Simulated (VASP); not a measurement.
CrFeO2, 8 atoms in the cell. The structure is hexagonal, space group P6_3/mmc (No. 194). The conventional cell has a = 2.725 Å, b = 2.725 Å, c = 11.795 Å, α = 90.00°, β = 90.00°, γ = 120.00°. Around Cr (site symmetry -6m2) lie 2 O at 1.84 Å. Around O (site symmetry 3m) lie 1 Cr at 1.84 Å and 3 Fe at 1.93 Å. Fe (site symmetry -3m) is surrounded by 6 O at 1.93 Å. The cell was built by a generator and needn't be a form met in nature.

```yaml
Program: VASP 6.6.1
Task: single point
Functional: r2SCAN
Potentials_or_basis: VASP PAW PBE potentials, release 64 (Cr_pv, O, Fe)
Cutoff: 520 eV
k_mesh: 7 × 7 × 2
Occupations: methfessel-paxton, width 0.005 eV
Spin: no spin polarisation
Dipole_correction: no
Further_INCAR_settings: ALGO = Normal; EDIFF = 1e-07; NBANDS = 42
```

Potentials or basis: VASP PAW PBE potentials, release 64 (Cr_pv, O, Fe).

Launch:

```sh
$ cat potpaw_PBE.64/Cr_pv/POTCAR potpaw_PBE.64/O/POTCAR potpaw_PBE.64/Fe/POTCAR > POTCAR
$ cp INCAR.step1 INCAR
$ mpirun -np 1 vasp_std > vasp.out
$ cp INCAR.step2 INCAR
$ mpirun -np 1 vasp_std > vasp.out
```

Hardware: 1 thread of Intel(R) Xeon(R) 6975P-C (Granite Rapids), on a shared host.

Q: Estimate the wall time of this run.

A: Wall time 8.1 min on 1 thread of Intel(R) Xeon(R) 6975P-C (Granite Rapids), on a shared host, peak memory 0.21 GiB. Counts: scf iterations 72, k points 16.
